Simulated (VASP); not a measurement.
# TaTeI (P-6m2) in VASP: further runs

Aim: see how the results for TaTeI move with the level of theory and the settings. Levels: PBE, LDA. Tasks: relaxation of cell and atoms, relaxation of the atoms.

Program: VASP 6.6.1. These are calculated values, not measurements. Logs are shortened: lines on timing, memory, paths and dates and some standing lists are left out, and cuts for length are marked.

## (1) Starting point

The structure is hexagonal, space group P-6m2 (No. 187). Conventional cell: a = 4.767 Å, b = 4.767 Å, c = 4.587 Å, α = 90.00°, β = 90.00°, γ = 120.00°. Ta (site symmetry -6m2) has 6 Te at 3.58 Å and 6 I at 3.58 Å as nearest neighbours. Around Te (site symmetry -6m2) lie 3 I at 2.75 Å. I (site symmetry -6m2) is surrounded by 3 Te at 2.75 Å.

The cell was built by a generator and needn't be a form met in nature.

## (2) Relaxation of cell and atoms, PBE

File INCAR:

```
SYSTEM = TaTeI
ALGO = Normal
EDIFF = 1E-6
EDIFFG = -0.005
ENCUT = 600
GGA = PE
IBRION = 2
ISIF = 3
ISMEAR = 0
LASPH = .TRUE.
LCHARG = .FALSE.
LREAL = .FALSE.
LWAVE = .FALSE.
NELM = 60
NSW = 40
PREC = Accurate
SIGMA = 0.05
```

File KPOINTS:

```
k-points
0
G
  7 7 6
  0 0 0
```

File POSCAR:

```
TaTeI
1.0
    4.7670806500      0.0000000000      0.0000000000
   -2.3835403300      4.1284129500      0.0000000000
    0.0000000000      0.0000000000      4.5870248700
Ta Te I
1 1 1
Direct
    0.0000000000      0.0000000000      0.0000000000
    0.6666666700      0.3333333300      0.5000000000
    0.3333333300      0.6666666700      0.5000000000
```

Potentials or basis: VASP PAW PBE potentials, release 64 (Ta_pv, Te, I).

The run is started by

```console
cat potpaw_PBE.64/Ta_pv/POTCAR potpaw_PBE.64/Te/POTCAR potpaw_PBE.64/I/POTCAR > POTCAR
mpirun -np 1 vasp_std > vasp.out
```

OUTCAR:

```text
SYSTEM = TaTeI
   EDIFF = 1E-6
   EDIFFG = -0.005
   ENCUT = 600
   GGA = PE
   IBRION = 2
   ISIF = 3
   ISMEAR = 0
   LASPH = .TRUE.
   LREAL = .FALSE.
   NELM = 60
   NSW = 40
   PREC = Accurate

 ion  position               nearest neighbor table
   1  0.000  0.000  0.000-   2 3.58   3 3.58   2 3.58   3 3.58   2 3.58   2 3.58   3 3.58   3 3.58
                             2 3.58   2 3.58   3 3.58   3 3.58
   2  0.667  0.333  0.500-   3 2.75   3 2.75   3 2.75   1 3.58   1 3.58   1 3.58   1 3.58   1 3.58
                             1 3.58
   3  0.333  0.667  0.500-   2 2.75   2 2.75   2 2.75   1 3.58   1 3.58   1 3.58   1 3.58   1 3.58
                             1 3.58

  LATTYP: Found a hexagonal cell.
 ALAT       =     4.7670806500
 C/A-ratio  =     0.9622293405

  Lattice vectors:

 A1 = (   4.7670806500,   0.0000000000,   0.0000000000)
 A2 = (  -2.3835403300,   4.1284129500,   0.0000000000)
 A3 = (   0.0000000000,   0.0000000000,   4.5870248700)

Analysis of symmetry for initial positions (statically):
=====================================================================
 Subroutine PRICEL returns:
 Original cell was already a primitive cell.

 Routine SETGRP: Setting up the symmetry group for a
 hexagonal supercell.

 Subroutine GETGRP returns: Found 12 space group operations
 (whereof 12 operations were pure point group operations)
 out of a pool of 24 trial point group operations.

The static configuration has the point symmetry D_3h.

Analysis of symmetry for dynamics (positions and initial velocities):
=====================================================================
 Subroutine PRICEL returns:
 Original cell was already a primitive cell.

 Routine SETGRP: Setting up the symmetry group for a
 hexagonal supercell.

 Subroutine GETGRP returns: Found 12 space group operations
 (whereof 12 operations were pure point group operations)
 out of a pool of 24 trial point group operations.

The dynamic configuration has the point symmetry D_3h.

 Subroutine INISYM returns: Found 12 space group operations
 (whereof 12 operations are pure point group operations),
 and found     1 'primitive' translations

----------------------------------------------------------------------------------------

                                     Primitive cell

  volume of cell :      90.2748

  direct lattice vectors                    reciprocal lattice vectors
     4.767080650  0.000000000  0.000000000     0.209771991  0.121111916  0.000000000
    -2.383540330  4.128412950  0.000000000     0.000000000  0.242223831  0.000000000
     0.000000000  0.000000000  4.587024870     0.000000000  0.000000000  0.218006230

  length of vectors
     4.767080650  4.767080657  4.587024870     0.242223831  0.242223831  0.218006230

  position of ions in fractional coordinates (direct lattice)
     0.000000000  0.000000000  0.000000000
     0.666666670  0.333333330  0.500000000
     0.333333330  0.666666670  0.500000000

  ion indices of the primitive-cell ions
   primitive index   ion index
                 1           1
                 2           2
                 3           3

----------------------------------------------------------------------------------------

 KPOINTS: k-points

Automatic generation of k-mesh.
 Grid dimensions read from file:
 generate k-points for:    7    7    6

 Generating k-lattice:

  Cartesian coordinates                     Fractional coordinates (reciprocal lattice)
     0.029967427  0.017301702  0.000000000     0.142857143 -0.000000000  0.000000000
     0.000000000  0.034603404  0.000000000     0.000000000  0.142857143  0.000000000
     0.000000000  0.000000000  0.036334372     0.000000000  0.000000000  0.166666667

  Length of vectors
     0.034603404  0.034603404  0.036334372

  Shift w.r.t. Gamma in fractional coordinates (k-lattice)
     0.000000000  0.000000000  0.000000000

 Subroutine IBZKPT returns following result:
 ===========================================

 Found     32 irreducible k-points:

 Following reciprocal coordinates:
            Coordinates               Weight
  0.000000  0.000000  0.000000      1.000000
  0.142857 -0.000000  0.000000      6.000000
  0.285714 -0.000000  0.000000      6.000000
  0.428571  0.000000  0.000000      6.000000
  0.142857  0.142857  0.000000      6.000000
  0.285714  0.142857  0.000000     12.000000
[... 16 lines left out ...]
  0.428571  0.142857  0.333333     12.000000
  0.285714  0.285714  0.333333     12.000000
 [... further k-points ...]
   k-points           NKPTS =     32   k-points in BZ     NKDIM =     32   number of bands    NBANDS=     16
   number of dos      NEDOS =    301   number of ions     NIONS =      3
   total plane-waves  NPLWV =  64000
   dimension x,y,z NGX =    40 NGY =   40 NGZ =   40
   dimension x,y,z NGXF=    80 NGYF=   80 NGZF=   80
   ions per type =               1   1   1
   NGX,Y,Z   is equivalent  to a cutoff of  13.95, 13.95, 14.50 a.u.
   NGXF,Y,Z  is equivalent  to a cutoff of  27.90, 27.90, 28.99 a.u.
 SYSTEM =  TaTeI
   PREC   = accura    normal or accurate (medium, high low for compatibility)
   ISTART =      0    job   : 0-new  1-cont  2-samecut
   ICHARG =      2    charge: 1-file 2-atom 10-const
   ISPIN  =      1    spin polarized calculation?
   LNONCOLLINEAR =      F non collinear calculations
   LSORBIT =      F    spin-orbit coupling
   LASPH  =      T    aspherical Exc in radial PAW
   ENCUT  =  600.0 eV  44.10 Ry    6.64 a.u.   9.52  9.52  9.16*2*pi/ulx,y,z
   NELM   =     60;   NELMIN=  2; NELMDL= -5     # of ELM steps
   EDIFF  = 0.1E-05   stopping-criterion for ELM
   LREAL  =      F    real-space projection
   EDIFFG = -.5E-02   stopping-criterion for IOM
   NSW    =     40    number of steps for IOM
   IBRION =      2    ionic relax: 0-MD 1-quasi-New 2-CG
   NFREE  =      1    steps in history (QN), initial steepest desc. (CG)
   ISIF   =      3    stress and relaxation
   ISYM   =      2    0-nonsym 1-usesym 2-fastsym
   POTIM  = 0.5000    time-step for ionic-motion
   TEBEG  =    0.0;   TEEND  =   0.0 temperature during run
   PSTRESS=    0.0 pullay stress
   NELECT =      24.0000    total number of electrons
   NUPDOWN=      -1.0000    fix difference up-down
   EMIN   =  10.00;   EMAX   =-10.00  energy-range for DOS
   EFERMI =   0.00;   METHOD = LEGACY
   ISMEAR =     0;   SIGMA  =   0.05  broadening in eV -4-tet -1-fermi 0-gaus
   EFERMI_NEDOS =   21; number of points for ismear=-14 and -15
   IALGO  =     38    algorithm
   IMIX   =      4    mixing-type and parameters
     AMIX     =   0.40;   BMIX     =  1.00
     AMIX_MAG =   1.60;   BMIX_MAG =  1.00
  volume/ion in A,a.u.               =      30.09       203.07
  Fermi-wavevector in a.u.,A,eV,Ry     =   1.052664  1.989246 15.076629  1.108101
  Thomas-Fermi vector in A             =   2.187755
   LORBIT       =      0    0 simple, 1 ext, 2 COOP (PROOUT), +10 PAW based schemes
   GGA     = PE    functional components
   LHFCALC =     F    Hartree Fock is set to
   AEXX    =    0.0000 exact exchange contribution
   IVDW    =     0    specifies the selected vdW correction
   LEPSILON=     F    determine dielectric tensor
   LRPA    =     F    only Hartree local field effects (RPA)
 conjugate gradient relaxation of ions
 non-spin polarized calculation
 Gauss-broadening in eV      SIGMA  =   0.05
  energy-cutoff  :      600.00
  volume of cell :       90.27
 maximum number of plane-waves:      3044
 NGX is ok and might be reduce to    40
   NGX = 19   NGY = 19   NGZ = 19

--------------------------------------- Ionic step        1  -------------------------------------------

 number of electron      23.9999999 magnetization

 Free energy of the ion-electron system (eV)
  ---------------------------------------------------
  ext. energy  EPLUGINS =         0.00000000
  ---------------------------------------------------
  free energy    TOTEN  =        -9.28744189 eV

  energy without entropy =       -9.28051816  energy(sigma->0) =       -9.28398002

 E-fermi :   6.4019     XC(G=0):  -9.8410

 val. band max:        6.4008664173   @ k =   0.4286   0.0000   0.1667
 cond. band min:       6.4119453861   @ k =   0.0000   0.0000   0.1667
 fundamental gap:      0.0110789689
 Fermi energy:         6.4019035926

 k-point     1 :       0.0000    0.0000    0.0000
  band No.  band energies     occupation
      1     -29.5108      2.00000
      2     -29.5108      2.00000
      3     -29.4732      2.00000
      4      -9.6541      2.00000
      5      -3.4132      2.00000
      6       0.1537      2.00000
[... 1016 lines left out ...]
  FREE ENERGIE OF THE ION-ELECTRON SYSTEM (eV)
  ---------------------------------------------------
  free  energy   TOTEN  =       -11.3979220863 eV

  energy  without entropy=      -11.3936677659  energy(sigma->0) =      -11.39579493

[... ionic steps 4 to 13 ...]

--------------------------------------- Ionic step       14  -------------------------------------------

 number of electron      23.9999999 magnetization

------------------------ aborting loop because EDIFF is reached ----------------------------------------

  FORCE on cell =-STRESS in cart. coord.  units (eV):
  Direction    XX          YY          ZZ          XY          YZ          ZX
  --------------------------------------------------------------------------------------
  -------------------------------------------------------------------------------------
  Total        0.8121442      0.8121442      0.5540905     -0.0000000      0.0000000     -0.0000000
  in kB       17.3019461     17.3019462     11.8043616     -0.0000000      0.0000000     -0.0000000
  external PRESSURE =      15.4694180 kB  Pullay stress =       0.0000000 kB
[... 59 lines left out ...]
  energy  without entropy=      -12.5621570930  energy(sigma->0) =      -12.56410836

--------------------------------------- Ionic step       16  -------------------------------------------

 number of electron      23.9999997 magnetization

 Free energy of the ion-electron system (eV)
  ---------------------------------------------------
  ext. energy  EPLUGINS =         0.00000000
  ---------------------------------------------------
  free energy    TOTEN  =       -12.56871044 eV

  energy without entropy =      -12.56455477  energy(sigma->0) =      -12.56663260

 E-fermi :   8.0813     XC(G=0): -10.6643

 val. band max:        8.0721957419   @ k =   0.1429  -0.0000   0.3333
 cond. band min:       8.1029338065   @ k =   0.4286   0.1429   0.0000
 fundamental gap:      0.0307380647
 Fermi energy:         8.0812827688

 k-point     1 :       0.0000    0.0000    0.0000
  band No.  band energies     occupation
      1     -27.7423      2.00000
      2     -27.7423      2.00000
      3     -27.3814      2.00000
      4      -7.6330      2.00000
      5      -3.5181      2.00000
      6       1.5568      2.00000
[... 477 lines left out ...]
  FREE ENERGIE OF THE ION-ELECTRON SYSTEM (eV)
  ---------------------------------------------------
  free  energy   TOTEN  =       -12.5687104422 eV

  energy  without entropy=      -12.5645547653  energy(sigma->0) =      -12.56663260

 reached required accuracy - stopping structural energy minimisation
```

Run time: 7.3 min. Hardware: 1 thread of Intel Xeon Platinum 8375C at 2.90GHz (Ice Lake), shared host; peak memory 0.3 GiB.

Results:

| Property | Result |
| --- | --- |
| Free energy | -12.5687 eV |
| Relaxed volume | 25.65 Å³/atom |
| Relaxed cell | a = 5.254 Å, b = 5.254 Å, c = 3.218 Å, α = 90.00°, β = 90.00°, γ = 120.00° |
| Space group after relaxing (to 0.05 Å) | P-6m2 (No. 187) |
| Energy gained by relaxing | 1093.8 meV/atom |
| Ionic steps | 16 |
| Pressure after relaxing | 0.0 GPa |
| Band gap on the k mesh | none (metal or under the smearing width) |

The path:
```
step  energy change (eV)  largest force (eV/Å)  pressure (GPa)  volume (Å³)
   1              0.0000                0.0000            4.31        90.27
   2             -1.8657                0.0000           -7.53        99.05
   3             -2.1105                0.0000           -9.32       101.15
   4             -2.8698                0.0000            3.05        77.95
   5             -3.0107                0.0000           -3.50        83.82
   6             -3.0216                0.0000           -2.82        82.91
   7             -3.0218                0.0000           -1.99        81.98
   8             -3.0233                0.0000           -2.41        82.44
   9             -3.1453                0.0000           -0.55        78.97
  10             -2.7443                0.0000           11.27        68.41
  11             -3.2632                0.0000            1.21        76.02
  12             -3.2688                0.0000            1.90        75.03
  13             -3.1733                0.0000            0.70        76.09
  14             -3.2727                0.0000            1.55        75.21
  15             -3.2786                0.0000           -0.80        77.94
  16             -3.2813                0.0000            0.00        76.94
```

Final structure:
```cif
data_structure
_symmetry_space_group_name_H-M 'P 1'
_symmetry_Int_Tables_number 1
_cell_length_a 5.2542
_cell_length_b 5.2542
_cell_length_c 3.2182
_cell_angle_alpha 90.000
_cell_angle_beta 90.000
_cell_angle_gamma 120.000
_cell_volume 76.94
loop_
_atom_site_label
_atom_site_type_symbol
_atom_site_fract_x
_atom_site_fract_y
_atom_site_fract_z
_atom_site_occupancy
Ta1 Ta 0.00000 0.00000 0.00000 1
Te1 Te 0.66667 0.33333 0.50000 1
I1 I 0.33333 0.66667 0.50000 1
```

(Continued in part 2 of 2.)
